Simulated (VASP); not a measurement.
Level of theory: PBEsol GGA, VASP's PBE PAW potentials (set 64) (plane waves; VASP).

The input files of a VASP run:

### KPOINTS
```
Automatic mesh
0
Gamma
12 12 12
0 0 0
```

**POSCAR**
```
Bi
1
   -1.9542506381     1.9542506381     1.9542506381
    1.9542506381    -1.9542506381     1.9542506381
    1.9542506381     1.9542506381    -1.9542506381
Bi
1
Direct
  0.0000000000   0.0000000000   0.0000000000
```

**INCAR**
```
SYSTEM = Bi
PREC = Accurate
ENCUT = 400
EDIFF = 1E-6
NELM = 100
ALGO = Normal
LREAL = .FALSE.
LASPH = .TRUE.
ISMEAR = 1
SIGMA = 0.1
GGA = PS
LMAXMIX = 4
LWAVE = .FALSE.
LCHARG = .FALSE.
IBRION = 2
ISIF = 3
NSW = 60
EDIFFG = -0.01
```

POTCAR, in this order: Bi_d (PBE.64 set). Program: vasp_std.

Output

### OSZICAR
```
       N       E                     dE             d eps       ncg     rms          rms(c)
DAV:   1     0.949104971002E+02    0.94910E+02   -0.71600E+03  1620   0.135E+03
DAV:   2     0.508902476752E+00   -0.94402E+02   -0.92732E+02  1632   0.334E+02
DAV:   3    -0.412272818916E+01   -0.46316E+01   -0.45994E+01  1854   0.823E+01
DAV:   4    -0.423212691115E+01   -0.10940E+00   -0.10924E+00  1893   0.137E+01
DAV:   5    -0.423655053514E+01   -0.44236E-02   -0.44234E-02  1990   0.239E+00    0.493E-01
DAV:   6    -0.422922217537E+01    0.73284E-02   -0.11472E-02  1871   0.181E+00    0.276E-01
DAV:   7    -0.422730097889E+01    0.19212E-02   -0.68861E-03  1869   0.136E+00    0.830E-02
DAV:   8    -0.422724609355E+01    0.54885E-04   -0.43512E-04  1806   0.399E-01    0.924E-03
DAV:   9    -0.422724397520E+01    0.21184E-05   -0.10992E-05  2054   0.553E-02    0.428E-03
DAV:  10    -0.422724349259E+01    0.48261E-06   -0.84086E-07  1047   0.125E-02
   1 F= -.42272435E+01 E0= -.42267320E+01  d E =-.422724E+01
       N       E                     dE             d eps       ncg     rms          rms(c)
DAV:   1    -0.422802240051E+01   -0.77843E-03   -0.19753E-02  1890   0.292E+00    0.146E-01
DAV:   2    -0.422736548143E+01    0.65692E-03   -0.10890E-03  1827   0.696E-01    0.576E-02
DAV:   3    -0.422725214546E+01    0.11334E-03   -0.47046E-04  2476   0.422E-01    0.591E-03
DAV:   4    -0.422725373628E+01   -0.15908E-05   -0.53965E-06  1653   0.284E-02    0.337E-03
DAV:   5    -0.422725649214E+01   -0.27559E-05   -0.57330E-06  1728   0.244E-02    0.168E-03
DAV:   6    -0.422725586285E+01    0.62929E-06   -0.62337E-07   909   0.105E-02
   2 F= -.42272559E+01 E0= -.42267472E+01  d E =-.123703E-04
```

### OUTCAR
```
------------------------ aborting loop because EDIFF is reached ----------------------------------------
  FORCE on cell =-STRESS in cart. coord.  units (eV):
  Direction    XX          YY          ZZ          XY          YZ          ZX
  --------------------------------------------------------------------------------------
  Total        0.0076499      0.0076499      0.0076499      0.0000000      0.0000000     -0.0000000
  in kB        0.4113914      0.4113914      0.4113914      0.0000000      0.0000000     -0.0000000
  external PRESSURE =       0.4113914 kB  Pullay stress =       0.0000000 kB
  volume of cell :       29.79
      direct lattice vectors                 reciprocal lattice vectors
    -1.952918085  1.952918085  1.952918085     0.000000000  0.256027124  0.256027124
     1.952918085 -1.952918085  1.952918085     0.256027124  0.000000000  0.256027124
     1.952918085  1.952918085 -1.952918085     0.256027124  0.256027124  0.000000000
 POSITION                                       TOTAL-FORCE (eV/Angst)
 -----------------------------------------------------------------------------------
     -1.95292      1.95292      1.95292        -0.000000      0.000000      0.000000
 -----------------------------------------------------------------------------------
    total drift:                               -0.000000     -0.000000      0.000000
  FREE ENERGIE OF THE ION-ELECTRON SYSTEM (eV)
  ---------------------------------------------------
  free  energy   TOTEN  =        -4.2272558628 eV

  energy  without entropy=       -4.2257298064  energy(sigma->0) =       -4.22674718

 reached required accuracy - stopping structural energy minimisation
```
(Selected blocks of OUTCAR.)

CONTCAR:
```
Bi
   1.00000000000000
    -1.9529180854936321    1.9529180854936321    1.9529180854936321
     1.9529180854936321   -1.9529180854936321    1.9529180854936321
     1.9529180854936321    1.9529180854936321   -1.9529180854936321
  Bi
     1
Direct
     1.0000000000000000    0.0000000000000000    0.0000000000000000
```

**OUTCAR**
```
 val. band max:        8.3871275812   @ k =   0.1667   0.1667   0.1667

 cond. band min:       8.4004543519   @ k =  -0.1667   0.2500   0.0833


 Fermi energy:         8.3878926193

 k-point     1 :       0.0000    0.0000    0.0000
  band No.  band energies     occupation
      1     -14.6942      2.00000
      2     -14.6942      2.00000
      3     -14.6942      2.00000
      4     -14.5442      2.00000
      5     -14.5442      2.00000
      6      -5.5463      2.00000
      7      13.7341      0.00000
      8      13.7341      0.00000
      9      13.7341      0.00000
     10      17.9742      0.00000
     11      18.7838      0.00000

 k-point     2 :       0.0833    0.0000    0.0000
  band No.  band energies     occupation
      1     -14.6973      2.00000
      2     -14.6890      2.00000
      3     -14.6781      2.00000
      4     -14.5478      2.00000
      5     -14.5446      2.00000
      6      -5.4127      2.00000
      7      12.3933      0.00000
      8      13.3187      0.00000
      9      13.6027      0.00000
     10      17.6584      0.00000
     11      18.2176      0.00000

 k-point     3 :       0.1667    0.0000    0.0000
  band No.  band energies     occupation
      1     -14.7059      2.00000
      2     -14.6763      2.00000
      3     -14.6341      2.00000
      4     -14.5566      2.00000
      5     -14.5462      2.00000
      6      -5.0156      2.00000
      7       9.9940     -0.00000
      8      12.4049      0.00000
      9      13.2354      0.00000
     10      16.4246      0.00000
     11      17.4342      0.00000

 k-point     4 :       0.2500    0.0000    0.0000
  band No.  band energies     occupation
      1     -14.7178      2.00000
      2     -14.6646      2.00000
      3     -14.5732      2.00000
      4     -14.5638      2.00000
      5     -14.5483      2.00000
      6      -4.3722      2.00000
      7       7.5554      2.00000
      8      11.4364      0.00000
      9      12.7457      0.00000
...
```

Unless said otherwise, spin-orbit coupling is left out, though it shifts the bands of the heavy elements here.

The structure was generated: Bi was put into the bcc type (Im-3m), which need not be its known phase. This run relaxes it. Symmetry was kept, so distortions that lower it aren't found. The start is the result of an earlier pass.
